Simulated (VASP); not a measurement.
The input files of a VASP run:

POSCAR:
```
Os
1
    1.3923000000    -2.4115340000     0.0000000000
    1.3923000000     2.4115340000     0.0000000000
    0.0000000000     0.0000000000     4.4064000000
Os
2
Direct
  0.3333330000   0.6666670000   0.2500000000
  0.6666670000   0.3333330000   0.7500000000
```

INCAR:
```
SYSTEM = Os
PREC = Accurate
ENCUT = 400
EDIFF = 1E-6
NELM = 100
ALGO = Normal
LREAL = .FALSE.
LASPH = .TRUE.
ISMEAR = 1
SIGMA = 0.1
GGA = PE
LMAXMIX = 6
LWAVE = .FALSE.
LCHARG = .FALSE.
ISIF = 2
LEPSILON = .TRUE.
```

KPOINTS:
```
Automatic mesh
0
Gamma
11 11 6
0 0 0
```

POTCAR, in this order: Os (PBE.64 set). Program: vasp_std.

What VASP printed:

### standard output
```
...
 change of polarisation eV/A/(eV/A) component  2 :     4.274    13.521     0.030
 dielectric tensor                  component  2 :    26.138    83.686     0.186
 Linear response to external field (no local field effect), progress :
  Direction:   3
       N       E                     dE             d eps       ncg     rms          rms(c)
RMM:   1    -0.318151311780E+01   -0.31815E+01   -0.23460E+01  2802   0.116E+01
RMM:   2    -0.364490445893E+01   -0.46339E+00    0.20923E-01  2213   0.204E+00
RMM:   3    -0.367619920543E+01   -0.31295E-01   -0.59805E-03  2248   0.378E-01
RMM:   4    -0.367645096259E+01   -0.25176E-03   -0.30762E-04  2254   0.575E-02
RMM:   5    -0.367646325273E+01   -0.12290E-04   -0.12853E-05  1879   0.116E-02
RMM:   6    -0.367646359949E+01   -0.34676E-06   -0.13280E-06  1300   0.225E-03
 change of polarisation eV/A/(eV/A) component  3 :     0.228     0.030     7.353
 dielectric tensor                  component  3 :     1.394     0.186    45.966
 Linear response to external field, progress :
  Direction:   1
       N       E                     dE             d eps       ncg     rms          rms(c)
RMM:   1    -0.356223697024E+01   -0.35622E+01   -0.27045E+01  6656   0.121E+01
RMM:   2    -0.479791674261E+01   -0.12357E+01    0.16401E+00  4847   0.225E+00    0.258E+00
RMM:   3    -0.492146583849E+01   -0.12355E+00    0.31886E-01  5082   0.117E+00    0.150E+00
RMM:   4    -0.500972934635E+01   -0.88264E-01   -0.11908E-02  5303   0.107E+00    0.136E-01
RMM:   5    -0.501816643312E+01   -0.84371E-02   -0.25428E-03  5386   0.213E-01    0.144E-02
RMM:   6    -0.501789912307E+01    0.26731E-03   -0.36252E-04  5598   0.253E-02    0.660E-03
RMM:   7    -0.501815919075E+01   -0.26007E-03   -0.10129E-04  5455   0.122E-02    0.903E-04
RMM:   8    -0.501816089586E+01   -0.17051E-05   -0.77999E-05  4975   0.275E-03    0.420E-04
RMM:   9    -0.501817478476E+01   -0.13889E-04   -0.31587E-05  3380   0.832E-04    0.378E-05
RMM:  10    -0.501817451883E+01    0.26593E-06   -0.28965E-05  1980   0.560E-04    0.864E-06
 change of polarisation eV/A/(eV/A) component  1 :     9.858     2.224    -0.064
 dielectric tensor                  component  1 :    61.283    13.598    -0.393
 Linear response to external field, progress :
  Direction:   2
       N       E                     dE             d eps       ncg     rms          rms(c)
RMM:   1    -0.358941495286E+01   -0.35894E+01   -0.27317E+01  6655   0.120E+01
RMM:   2    -0.479937411912E+01   -0.12100E+01    0.16231E+00  4855   0.222E+00    0.258E+00
RMM:   3    -0.494635946028E+01   -0.14699E+00    0.67926E-02  5109   0.116E+00    0.150E+00
RMM:   4    -0.500987595293E+01   -0.63516E-01   -0.13722E-02  5312   0.107E+00    0.135E-01
RMM:   5    -0.501792648189E+01   -0.80505E-02   -0.76645E-04  5392   0.214E-01    0.206E-02
RMM:   6    -0.501786012272E+01    0.66359E-04   -0.13665E-04  5465   0.339E-02    0.129E-02
RMM:   7    -0.501777675261E+01    0.83370E-04   -0.28050E-05  5355   0.142E-02    0.553E-03
RMM:   8    -0.501799983564E+01   -0.22308E-03   -0.62064E-06  5517   0.101E-02    0.632E-04
RMM:   9    -0.501800324094E+01   -0.34053E-05   -0.12290E-06  4712   0.202E-03    0.389E-04
RMM:  10    -0.501801662455E+01   -0.13384E-04   -0.22344E-06  2631   0.669E-04    0.355E-05
RMM:  11    -0.501801627754E+01    0.34701E-06   -0.39675E-07  1394   0.529E-04    0.934E-06
 change of polarisation eV/A/(eV/A) component  2 :     2.222     9.857     0.154
 dielectric tensor                  component  2 :    13.587    61.280     0.943
 Linear response to external field, progress :
  Direction:   3
       N       E                     dE             d eps       ncg     rms          rms(c)
RMM:   1    -0.318151311780E+01   -0.31815E+01   -0.23460E+01  2802   0.116E+01
RMM:   2    -0.364490490053E+01   -0.46339E+00    0.20923E-01  2213   0.204E+00    0.181E+00
RMM:   3    -0.366697558912E+01   -0.22071E-01   -0.92524E-03  2279   0.813E-01    0.107E+00
RMM:   4    -0.369695326265E+01   -0.29978E-01   -0.65506E-03  2331   0.813E-01    0.460E-02
RMM:   5    -0.369942144227E+01   -0.24682E-02   -0.20093E-04  2353   0.124E-01    0.121E-02
RMM:   6    -0.369951880476E+01   -0.97362E-04   -0.10158E-05  2385   0.231E-02    0.287E-03
RMM:   7    -0.369963103682E+01   -0.11223E-03   -0.28680E-07  2214   0.337E-03    0.449E-04
RMM:   8    -0.369962935317E+01    0.16836E-05   -0.17328E-08  1364   0.872E-04    0.803E-05
RMM:   9    -0.369962753844E+01    0.18147E-05    0.81873E-08   754   0.589E-04    0.311E-05
RMM:  10    -0.369962859746E+01   -0.10590E-05   -0.65617E-10   272   0.422E-04    0.419E-06
 change of polarisation eV/A/(eV/A) component  3 :     0.231     0.024     7.305
 dielectric tensor                  component  3 :     1.410     0.148    45.673
 Born effective charges drift removed
```

File OUTCAR:
```
------------------------ aborting loop because EDIFF is reached ----------------------------------------

 HEAD OF MICROSCOPIC STATIC DIELECTRIC TENSOR (INDEPENDENT PARTICLE, excluding Hartree and local field effects)
 ------------------------------------------------------
          61.837525     0.000000     0.000000
           0.000000    61.837508     0.000000
          -0.000000     0.000000    45.966274
 ------------------------------------------------------

 MACROSCOPIC STATIC DIELECTRIC TENSOR (including local field effects in DFT)
 ------------------------------------------------------
          61.281660     0.000000     0.000000
           0.000000    61.281643     0.000000
           0.000000     0.000000    45.673305
 ------------------------------------------------------

 PIEZOELECTRIC TENSOR (including local field effects)  for field in x, y, z        (e  Angst)
          XX          YY          ZZ          XY          YZ          ZX
  --------------------------------------------------------------------------------
  x     0.00000     0.00000     0.00000     0.00000     0.00000     0.00000
  y     0.00000     0.00000     0.00000     0.00000     0.00000     0.00000
  z     0.00000     0.00000     0.00000     0.00000     0.00000     0.00000

 PIEZOELECTRIC TENSOR (including local field effects)  for field in x, y, z        (C/m^2)
          XX          YY          ZZ          XY          YZ          ZX
  --------------------------------------------------------------------------------
  x     0.00000     0.00000     0.00000     0.00000     0.00000     0.00000
  y     0.00000     0.00000     0.00000     0.00000     0.00000     0.00000
  z     0.00000     0.00000     0.00000     0.00000     0.00000     0.00000

 BORN EFFECTIVE CHARGES (including local field effects) (in |e|, cummulative output)
 ---------------------------------------------------------------------------------
 ion    1
    1     0.00000     0.00000     0.00000
    2     0.00000     0.00000     0.00000
    3     0.00000     0.00000     0.00000
 ion    2
    1     0.00000     0.00000     0.00000
    2     0.00000     0.00000     0.00000
    3     0.00000     0.00000     0.00000
```
(Selected blocks of OUTCAR.)

Question: Read input and log: which fault does this run have?
A) LEPSILON was set for a metal
B) a line-mode KPOINTS file was used for a self-consistent run
C) selective dynamics freezes every atom
D) MAGMOM holds more values than there are atoms

Answer: A, LEPSILON was set for a metal. The run ends without an error. Against the sound run, the energy per atom (σ→0) hardly moves; the pressure hardly moves.

To mend it, drop LEPSILON, since a metal has no finite static dielectric tensor or Born charges. The plain static run on this cell (PBE GGA, plane waves, VASP's PBE PAW potentials (set 64)) converges, and its OSZICAR ends with
```
   1 F= -.22436806E+02 E0= -.22437619E+02  d E =0.243932E-02
```

The compound is Os in the hcp structure. The cell was not relaxed at this level.
